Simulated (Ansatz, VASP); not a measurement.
**Cross-check of Hf between VASP and Ansatz**

One calculation is typed for both programs; each brings its own data sets. How far apart do they land? Of the first pair: The cell is taken from a series of runs on this material, whose earlier steps may have relaxed, scaled, displaced or heated it; both programs get it as it stands.

Calculated with Ansatz 0.2.0; plane waves, with VASP 6.6.1 beside it; relaxation of cell and atoms at PBEsol and single point at PBEsol.

**1. Starting point**

Symmetry: P6_3/mmc, No. 194, hexagonal system. The conventional cell has a = 3.159 Å, b = 3.159 Å, c = 4.999 Å, α = 90.00°, β = 90.00°, γ = 120.00°. Nearest to Hf lie 12 Hf at 3.09 to 3.16 Å.

**2. Ansatz: relaxation of cell and atoms, PBEsol, pair 1**

Ansatz runs on its PAW soft_1 files.

The relaxed volume is the usual yardstick between codes: in a stiff, nearly cubic crystal its relative difference is about their pressure difference at one cell divided by the bulk modulus.

The input, input.yaml:

```yaml
crystal:
  lattice:
    - [3.1586238401, 0.0, 0.0]
    - [-1.57931192, 2.7354484865, 0.0]
    - [0.0, 0.0, 4.9985119367]
  atoms:
    - { symbol: Hf, position: [0.3333333333, 0.6666666667, 0.75] }
    - { symbol: Hf, position: [0.6666666667, 0.3333333333, 0.25] }
kpoints:
  mp_grid: { grid: [16, 16, 9] }
scf:
  occupations: { method: fermi_dirac, width: 0.05 }
hamiltonian:
  xc: pbesol
  pseudopotentials: { kind: paw, azcp: { folder: soft_1 }, xc_functional: pbe }
basis:
  ecutwfc: 600
output:
  forces: true
  stress: true
relax:
  f_tol: 0.005
  max_steps: 70
  cell: { stress_tol: 0.02, p_target: 0 }
```

On the command line:

```
> ansatz run input.yaml --threads 4 --pin off --max-ram 10240MiB --backend cpu --events-out ev --progress --plain --runs-dir out
```

Numbers of over 12 decimals in the logs are rounded to 6 here.

The program printed:

```text
Engine: ansatz 0.2.0, x86_64-unknown-linux-gnu
Pseudopotentials: kind: paw
Pseudopotential: Hf, paw, valence charge 26, recommended cutoff 420 eV (normal), soft_1/Hf.paw.azcp
Functional definition: PBEsol
  exchange = pbesol_x
  correlation = pbesol_c
Crystal: 2 atoms, lattice volume = 43.188 Å³
Basis set: ecut = 600 eV, 1459 PW (Γ), exchange–correlation on 54×54×80 points (8 copies of the dense FFT grid, shifted against one another)
Bands: 32, of which v1, the nominal top of the filled ones, is band 26 counted from 1 (25 counted from 0)
Symmetry: 24 space group operations
Space group: P63/mmc (ITA 194), of the structure as read, at distance tolerance 3.5e-5 Å
k-points: 150 of 2304
Non-local potential: Hf, projectors of the file, l = 0: 3, l = 1: 2, l = 2: 2, l = 3: 3
PAW form: soft (Blöchl's): semilocal exchange-correlation on the pseudo side does not see the compensation charge
PAW frozen core: Hf, regenerated for the run's functional, and the local potential with it (the file was generated under x = pbe(κ = 0.804, μ = 0.219515), c = pbe(β = 0.066725))
PAW one-centre angular grid: Hf, 590 points (default); XC on 64 Gauss nodes
Initial density: superposition of atomic densities (chi_scale 0.1, normalization cell)
Initial wavefunctions: pseudopotential atomic-orbital guess
Functional: x = pbesol(κ = 0.804, μ = 0.123457), c = pbesol(β = 0.046)
SCF iter   1: F=—  HF=-31197.862419 eV  |F-HF|=—  |Δ(HF+E_count)|=         —  Δρ=3.61e-2  dr2=6.71e-1  ethr=3.10e-3  ⟨swp⟩=5.4  Hψ=17609  notcnv=0
preconditioner: auto → Kerker (q_TF=auto, 2.814 Å⁻¹)  [metal: Δε(μ)=0.012 eV  Ē_g=16.893 eV  σ=0.050 eV  W_gap=0.06  n_scr=22 (ndim 8)  ℏωp=39.1 eV  f_vac=0.000  D(μ)=1.37/eV (n_scr^D=8)]
SCF iter   2: F=—  HF=-31197.714976 eV  |F-HF|=—  |Δ(HF+E_count)|=   1.47e-1  Δρ=2.26e-2  dr2=2.60e-1  ethr=1.29e-3  ⟨swp⟩=3.1  Hψ=9774  notcnv=0  defer=21
SCF iter   3: F=—  HF=-31197.667207 eV  |F-HF|=—  |Δ(HF+E_count)|=   4.78e-2  Δρ=1.00e-2  dr2=5.21e-2  ethr=4.99e-4  ⟨swp⟩=2.0  Hψ=8440  notcnv=0  defer=21
SCF iter   4: F=—  HF=-31197.613135 eV  |F-HF|=—  |Δ(HF+E_count)|=   5.41e-2  Δρ=3.22e-3  dr2=2.16e-3  ethr=1.00e-4  ⟨swp⟩=2.8  Hψ=9866  notcnv=0  defer=21
SCF iter   5: F=—  HF=-31197.614272 eV  |F-HF|=—  |Δ(HF+E_count)|=   1.14e-3  Δρ=7.91e-4  dr2=2.63e-4  ethr=4.15e-6  ⟨swp⟩=2.0  Hψ=8876  notcnv=0  defer=19
SCF iter   6: F=—  HF=-31197.614466 eV  |F-HF|=—  |Δ(HF+E_count)|=   1.94e-4  Δρ=1.48e-4  dr2=7.50e-6  ethr=5.06e-7  ⟨swp⟩=2.0  Hψ=8675  notcnv=0  defer=19
SCF iter   7: F=—  HF=-31197.614481 eV  |F-HF|=—  |Δ(HF+E_count)|=   1.54e-5  Δρ=3.41e-5  dr2=4.88e-7  ethr=1.44e-8  ⟨swp⟩=2.0  Hψ=8674  notcnv=0  defer=19
SCF iter   8: F=-31197.614481 eV  HF=-31197.614481 eV  |F-HF|=5.19e-9  |Δ(HF+E_count)|=   9.09e-8  Δρ=6.07e-6  dr2=1.45e-8  ethr=1.92e-10  ⟨swp⟩=4.4  Hψ=17180  notcnv=0
SCF 1 converged in 8 iterations: F = -31197.614481 eV  dr2 = 1.45e-8
  greatest PAW one-centre occupation: 0.998 electrons in one spin orbital (limit 2), on the Hf atom at site 1 (counted from 0), in its partial waves of l = 0
relax step   1: F+E_penalty+E_count = -31197.61448113 eV  Δ(F+E_penalty+E_count) = +0.000e0 eV  max|allowed force component| = 3.701e-16 eV/Å  Δτ_max = 0.0000 Å  P = +0.007 GPa  Ω = 43.188 Å³  (8 SCF iters, dr2 threshold 1.00e-7 eV, accepted)
Initial density: handed on by an earlier stage of this run
Initial wavefunctions: pseudopotential atomic-orbital guess (no wavefunctions were taken with the density)
iter 1 solved again at ethr=5.00e-9 eV; its pass at ethr=3.10e-3 eV (dr2=2.60e-6 eV) is discarded
SCF iter   1: F=—  HF=-31197.614480 eV  |F-HF|=—  |Δ(HF+E_count)|=         —  Δρ=6.10e-6  dr2=1.46e-8  ethr=5.00e-9  ⟨swp⟩=3.7  Hψ=32079  notcnv=0
preconditioner: auto → Kerker (q_TF=auto, 2.814 Å⁻¹)  [metal: Δε(μ)=0.025 eV  Ē_g=17.570 eV  σ=0.050 eV  W_gap=0.12  n_scr=22 (ndim 8)  ℏωp=39.1 eV  f_vac=0.000  D(μ)=1.44/eV (n_scr^D=8)]
SCF iter   2: F=—  HF=-31197.614481 eV  |F-HF|=—  |Δ(HF+E_count)|=   1.26e-6  Δρ=4.33e-6  dr2=8.14e-9  ethr=2.81e-11  ⟨swp⟩=2.8  Hψ=8753  notcnv=0
SCF iter   3: F=—  HF=-31197.614481 eV  |F-HF|=—  |Δ(HF+E_count)|=  7.42e-10  Δρ=1.65e-6  dr2=1.30e-9  ethr=1.57e-11  ⟨swp⟩=2.0  Hψ=7428  notcnv=0
SCF iter   4: F=—  HF=-31197.614481 eV  |F-HF|=—  |Δ(HF+E_count)|=   1.07e-9  Δρ=4.93e-7  dr2=5.44e-11  ethr=2.50e-12  ⟨swp⟩=2.0  Hψ=7484  notcnv=0
SCF iter   5: F=—  HF=-31197.614481 eV  |F-HF|=—  |Δ(HF+E_count)|=  5.09e-11  Δρ=1.19e-7  dr2=6.31e-12  ethr=1.00e-12  ⟨swp⟩=1.0  Hψ=4800  notcnv=0
SCF iter   6: F=-31197.614481 eV  HF=-31197.614481 eV  |F-HF|=7.28e-12  |Δ(HF+E_count)|=    0.00e0  Δρ=5.22e-8  dr2=1.16e-12  ethr=1.00e-12  ⟨swp⟩=5.0  Hψ=20676  notcnv=0
SCF 2 converged in 6 iterations: F = -31197.614481 eV  dr2 = 1.16e-12
relax step   2: F+E_penalty+E_count = -31197.61448113 eV  Δ(F+E_penalty+E_count) = -2.161e-9 eV  max|allowed force component| = 7.401e-17 eV/Å  Δτ_max = 0.0000 Å  P = +0.007 GPa  Ω = 43.188 Å³  stress off target by 1.09e-2 GPa  SCF on the basis re-selected at this cell (its energy is not comparable with the rows above)  (6 SCF iters)
basis re-selected at this cell: Δ(F+E_penalty+E_count) = -2.161e-9 eV, ΔP = +0.000 GPa vs the last step (what re-selecting the basis moved, of the pressure what is left beyond the Pulay correction that the steps carried, after the strain that the cell walked since its last selection, with what the two solves' SCF thresholds leave and, on support functions, any second-order correction that the steps lacked; it is no m [...]
SCF converged after 6 iterations
Free energy (F): -31197.614481 eV
Harris-Foulkes:  -31197.614481 eV  (|F-HF|=7.28e-12)
Internal energy: -31197.602288 eV  (E = F + TS)
E sigma→0 (E₀):  -31197.608384 eV
Entropy (-TS):   -0.012194 eV (-6.097 meV/atom)
Fermi energy:    18.724364 eV
--- Per-component energies (eV) ---
  E_band       = 15.236911
  E_kinetic    = 820.914900
  E_local      = -12447.662587  (includes V_loc(G=0)·N_el)
  E_nonlocal   = 129.615123
  E_hartree    = 6072.736451
  E_xc         = -529.949157
  E_vxc        = -510.113077  (∫ρ·V_xc dr)
  E_paw        = -15151.423503  (= ΣΔE_a)
  E_vpaw       = -122.990521  (= ΣTr[D̂ρ^β])
  E_aug_tail   = 0.000039  (compensation charges beyond the density's cutoff)
  E_ewald      = -10094.335665
  E_core_change = 2.502112  (= ΣΔE_core)
  E_smearing   = -0.012194  (= −TS)
  E_closure    = 0.000000  (closes the sum)
  Σ components = -31197.614481   (vs F -31197.614481, Δ=0.00e0)
--- Forces (eV/Å), atoms counted from 1 ---
  atom   1  Hf     0.00000000     0.00000000    -0.00000000
  atom   2  Hf    -0.00000000    -0.00000000     0.00000000
  max |Σ_I F_I| component: 7.40e-17 eV/Å
--- Stress (GPa, compression-positive) ---
        0.010932      -0.000000       0.000000
       -0.000000       0.010932       0.000000
        0.000000       0.000000       0.000082
  P = ⅓ Tr σ = 0.0073 GPa (0.073 kbar)
--- Relaxed structure (1 steps of the walk, 1 accepted, 1 SCFs on fresh bases) ---
  F+E_penalty+E_count = -31197.61448113 eV   max|allowed force component| = 7.401e-17 eV/Å   (the final SCF, on the basis selected at the relaxed cell)
  cell:  # Å, volume = 43.1884 Å³
    - [3.158624, -2.8867559831032256e-11, 0.0]
    - [-1.579312, 2.735448, 0.0]
    - [0.0, 0.0, 4.9985119367]
  atoms:
    - { symbol: Hf, position: [0.333333, 0.666667, 0.750000] }
    - { symbol: Hf, position: [0.666667, 0.333333, 0.250000] }
```

**3. VASP: relaxation of cell and atoms, PBEsol, pair 1**

The same cell, functional, mesh and smearing now go to VASP, with its own data sets.

Lines of VASP's logs that name or quote its potential files are left out, and so is its time.

The input, INCAR:

```
SYSTEM = Hf
PREC = Accurate
ENCUT = 500
EDIFF = 1E-07
NELM = 120
ISMEAR = -1
SIGMA = 0.05
LREAL = .FALSE.
ALGO = Normal
GGA = PS
NBANDS = 16
LASPH = .TRUE.
LORBIT = 11
LWAVE = .FALSE.
LCHARG = .FALSE.
ISIF = 3
IBRION = 2
NSW = 80
EDIFFG = -0.005
GGA_COMPAT = .FALSE.
NELMIN = 4
KPAR = 2
```

The input, POSCAR:

```
Hf
1.0
    3.1586238401      0.0000000000      0.0000000000
   -1.5793119200      2.7354484865      0.0000000000
    0.0000000000      0.0000000000      4.9985119367
Hf
2
Direct
    0.3333333333      0.6666666667      0.7500000000
    0.6666666667      0.3333333333      0.2500000000
```

The input, KPOINTS:

```
Automatic mesh
0
Gamma
16 16 9
0 0 0
```

PAW data sets: Hf_pv (PBE family, release 64).

On the command line:

```
> mpirun -np 2 vasp_std
```

The program printed:

```text
[banner, memory and clock lines left out]
running    2 mpi-ranks, on    1 nodes
 distrk:  each k-point on    1 cores,    2 groups
 distr:  one band on    1 cores,    1 groups

 POSCAR found type information on POSCAR Hf
 POSCAR found :  1 types and       2 ions
|                                                                             |
|               ----> ADVICE to this user running VASP <----                  |
|                                                                             |
|     You enforced a specific xc type in the INCAR file but a different       |
|     [... a line on the potential file left out ...]
|     I HOPE YOU KNOW WHAT YOU ARE DOING!                                     |
|                                                                             |

 LDA part: xc-table for (Slater+PW92), standard interpolation
 POSCAR, INCAR and KPOINTS ok, starting setup
 FFT: planning ... GRIDC
 FFT: planning ... GRID_SOFT
 FFT: planning ... GRID
 WAVECAR not read
 entering main loop
       N       E                     dE             d eps       ncg     rms          rms(c)
DAV:   1     0.468394342559E+02    0.46839E+02   -0.11342E+04  4816   0.116E+03
DAV:   2    -0.201053923290E+02   -0.66945E+02   -0.65336E+02  6328   0.250E+02
DAV:   3    -0.217540299690E+02   -0.16486E+01   -0.16357E+01  6424   0.268E+01
DAV:   4    -0.217665578536E+02   -0.12528E-01   -0.12523E-01  5864   0.286E+00
DAV:   5    -0.217667040702E+02   -0.14622E-03   -0.14621E-03  6400   0.261E-01    0.671E+01
DAV:   6    -0.212166306840E+02    0.55007E+00   -0.49541E-01  5784   0.469E+00    0.396E+01
DAV:   7    -0.210227539616E+02    0.19388E+00   -0.81503E-01  5928   0.579E+00    0.185E+00
DAV:   8    -0.210128304295E+02    0.99235E-02   -0.50896E-02  5512   0.156E+00    0.320E-01
DAV:   9    -0.210129305380E+02   -0.10011E-03   -0.10781E-03  6640   0.241E-01    0.189E-01
DAV:  10    -0.210129223669E+02    0.81711E-05   -0.46374E-05  5688   0.491E-02    0.206E-01
DAV:  11    -0.210129232268E+02   -0.85988E-06   -0.49808E-06  6504   0.160E-02    0.122E-02
DAV:  12    -0.210129233281E+02   -0.10126E-06   -0.42446E-07  5688   0.449E-03    0.510E-03
DAV:  13    -0.210129232613E+02    0.66760E-07   -0.16101E-08  3544   0.100E-03
   1 F= -.21012923E+02 E0= -.21006826E+02  d E =-.210129E+02
 curvature:   0.00 expect dE= 0.000E+00 dE for cont linesearch  0.000E+00
 trial: gam= 0.00000 g(F)=  0.273E-48 g(S)=  0.717E-03 ort = 0.000E+00 (trialstep = 0.100E+01)
 search vector abs. value=  0.717E-03
 bond charge predicted
       N       E                     dE             d eps       ncg     rms          rms(c)
DAV:   1    -0.210171197774E+02   -0.41964E-02   -0.10692E-01  4800   0.254E+00    0.779E-01
DAV:   2    -0.210139521785E+02    0.31676E-02   -0.63562E-03  4944   0.596E-01    0.217E-01
DAV:   3    -0.210129705560E+02    0.98162E-03   -0.18254E-03  5192   0.294E-01    0.107E-01
DAV:   4    -0.210128529390E+02    0.11762E-03   -0.26523E-04  6136   0.116E-01    0.886E-02
DAV:   5    -0.210128478671E+02    0.50720E-05   -0.23355E-05  6160   0.271E-02    0.147E-02
DAV:   6    -0.210128483825E+02   -0.51547E-06   -0.65043E-07  6192   0.491E-03    0.543E-03
DAV:   7    -0.210128482920E+02    0.90577E-07   -0.17188E-08  3168   0.960E-04
   2 F= -.21012848E+02 E0= -.21006827E+02  d E =0.749693E-04
 trial-energy change:    0.000075  1 .order    0.000079   -0.000717    0.000875
 step:   0.4542(harm=  0.4502)  dis= 0.00000  next Energy=   -21.013086 (dE=-0.163E-03)
 bond charge predicted
       N       E                     dE             d eps       ncg     rms          rms(c)
DAV:   1    -0.210143629416E+02   -0.15146E-02   -0.31843E-02  4816   0.139E+00    0.428E-01
DAV:   2    -0.210134205546E+02    0.94239E-03   -0.19060E-03  4928   0.325E-01    0.119E-01
DAV:   3    -0.210131285263E+02    0.29203E-03   -0.53673E-04  5216   0.159E-01    0.575E-02
DAV:   4    -0.210130910894E+02    0.37437E-04   -0.81611E-05  6112   0.641E-02    0.473E-02
DAV:   5    -0.210130864722E+02    0.46172E-05   -0.68867E-06  6160   0.147E-02    0.800E-03
DAV:   6    -0.210130863310E+02    0.14123E-06   -0.19230E-07  5200   0.268E-03    0.301E-03
DAV:   7    -0.210130863514E+02   -0.20425E-07   -0.55875E-09  2728   0.554E-04
   3 F= -.21013086E+02 E0= -.21007023E+02  d E =-.163090E-03
 curvature:  -0.23 expect dE=-0.940E-06 dE for cont linesearch -0.320E-08
 trial: gam= 0.01029 g(F)=  0.912E-48 g(S)=  0.418E-05 ort =-0.319E-05 (trialstep = 0.891E+00)
 search vector abs. value=  0.419E-05
 reached required accuracy - stopping structural energy minimisation
```

OUTCAR, selected parts (step 3):

```text
ion  position               nearest neighbor table
   1  0.333  0.667  0.750-   2 3.09   2 3.09   2 3.09   2 3.09   2 3.09   2 3.09
   2  0.667  0.333  0.250-   1 3.09   1 3.09   1 3.09   1 3.09   1 3.09   1 3.09

  LATTYP: Found a hexagonal cell.
 ALAT       =     3.1586238401
 C/A-ratio  =     1.5824967422

 Subroutine GETGRP returns: Found 24 space group operations
 (whereof 12 operations were pure point group operations)

The static configuration has the point symmetry D_3d.
 The point group associated with its full space group is D_6h.

 Found    150 irreducible k-points:

   k-points           NKPTS =    150   k-points in BZ     NKDIM =    150   number of bands    NBANDS=     16

   dimension x,y,z NGX =    24 NGY =   24 NGZ =   36
   dimension x,y,z NGXF=    48 NGYF=   48 NGZF=   72

   ENCUT  =  500.0 eV  36.75 Ry    6.06 a.u.   5.76  5.76  9.11*2*pi/ulx,y,z

   NELECT =      20.0000    total number of electrons

 k-points in reciprocal lattice and weights: Automatic mesh
   0.00000000  0.00000000  0.00000000       0.000
   0.06250000  0.00000000  0.00000000       0.003
   0.12500000  0.00000000  0.00000000       0.003
   0.18750000  0.00000000  0.00000000       0.003
   0.25000000  0.00000000  0.00000000       0.003
   0.31250000 -0.00000000  0.00000000       0.003
   0.37500000  0.00000000  0.00000000       0.003
   0.43750000  0.00000000  0.00000000       0.003
   0.50000000  0.00000000  0.00000000       0.001
[...]
0.37500000  0.25000000  0.44444444       0.005
   0.31250000  0.31250000  0.44444444       0.005

 average (electrostatic) potential at core
       1 -36.7791       2 -36.7791

 E-fermi :   5.0347

 k-point     1 :       0.0000    0.0000    0.0000
  band No.  band energies     occupation
    ...
      4     -24.9847      2.00000
      5     -24.9827      2.00000
      6     -24.9827      2.00000
      7      -2.4910      2.00000
      8       1.1905      2.00000
      9       5.8410      0.00000
     10       6.2033      0.00000
     11       6.2033      0.00000
     12       6.4974      0.00000
     13       7.0675      0.00000
    ...

 k-point     2 :       0.0625    0.0000    0.0000
  band No.  band energies     occupation
    ...
      4     -25.0093      2.00000
      5     -24.9900      2.00000
      6     -24.9859      2.00000
      7      -2.3664      2.00000
      8       1.3137      2.00000
      9       5.6623      0.00001
     10       5.8511      0.00000
     11       6.3204      0.00000
     12       6.7709      0.00000
     13       6.9348      0.00000
    ...

 k-point     3 :       0.1250    0.0000    0.0000
  band No.  band energies     occupation
    ...
      4     -25.0837      2.00000
      5     -25.0060      2.00000
      6     -24.9957      2.00000
      7      -2.0035      2.00000
      8       1.6613      2.00000
      9       5.1922      0.08218
     10       5.3177      0.00695
     11       6.5575      0.00000
     12       6.6684      0.00000
     13       7.1837      0.00000
    ...

  Total        0.0068016      0.0068016     -0.0089801      0.0000000      0.0000000      0.0000000
  in kB        0.2531386      0.2531386     -0.3342189      0.0000000      0.0000000      0.0000000
  external PRESSURE =       0.0573527 kB  Pullay stress =       0.0000000 kB

  energy-cutoff  :      500.00
  volume of cell :       43.05
      direct lattice vectors                 reciprocal lattice vectors
     3.155570416 -0.000000000  0.000000000     0.316899916  0.182962252  0.000000000
    -1.577785208  2.732804144 -0.000000000     0.000000000  0.365924504  0.000000000
    -0.000000000  0.000000000  4.991999896    -0.000000000 -0.000000000  0.200320517

 POSITION                                       TOTAL-FORCE (eV/Angst)
 -----------------------------------------------------------------------------------
     -0.00000      1.82187      3.74400        -0.000000      0.000000      0.000000
      1.57779      0.91093      1.24800         0.000000     -0.000000      0.000000
 -----------------------------------------------------------------------------------
    total drift:                               -0.000000      0.000000     -0.000000

  FREE ENERGIE OF THE ION-ELECTRON SYSTEM (eV)
  ---------------------------------------------------
  free  energy   TOTEN  =       -21.0130863514 eV

  energy  without entropy=      -21.0009605796  energy(sigma->0) =      -21.00702347

 reached required accuracy - stopping structural energy minimisation

 total charge
# of ion       s       p       d       tot
------------------------------------------
    1        0.402   6.402   1.603   8.407
    2        0.402   6.402   1.603   8.407
--------------------------------------------------
tot          0.804  12.804   3.205  16.813

[... 3 further parts left out ...]
```

CONTCAR:

```
Hf
   1.00000000000000
     3.1555704164720160   -0.0000000000000558    0.0000000000000000
    -1.5777852081861046    2.7328041440697528   -0.0000000000000000
    -0.0000000000000000    0.0000000000000000    4.9919998960646339
  Hf
     2
Direct
     0.3333333332999970    0.6666666667000030    0.7500000000000000
     0.6666666667000030    0.3333333332999970    0.2500000000000000
```

The run keeps the 24 symmetry operations of its start, so it cannot find a distortion of lower symmetry.

**4. Differences**

Known differences besides the potentials themselves: the data sets hold 52 valence electrons in Ansatz (on its PAW soft_1 files) and 20 in VASP; the cutoff is 600 eV in Ansatz and 500 eV in VASP; Ansatz makes its cores anew for this functional, VASP keeps those of its PBE data sets; Ansatz adds a Pulay correction to the stress that steers its cell, VASP none. Total energies have different zeros and are not compared.

Compared:

```csv
quantity,Ansatz,VASP,difference
volume (Å³),43.19,43.05,+0.32 %
"edge a after relaxation, in the typed setting (Å)",3.159,3.156,+0.10 %
"edge c after relaxation, in the typed setting (Å)",4.998,4.992,+0.13 %
```

[end of part 1 of 2]

[Lines on the potential files, build, host, timing and source positions are cut from VASP's logs without a mark.]

[Logs are printed without paths, hosts, clocks, repeated set-up lines and the standing remarks that a program may print on its own settings, such as how far it seeks lower states.]

[Hosts, paths, dates, database ids (printed as entryN), source tags and the programs' standing remarks are cut or masked in the printed files.]
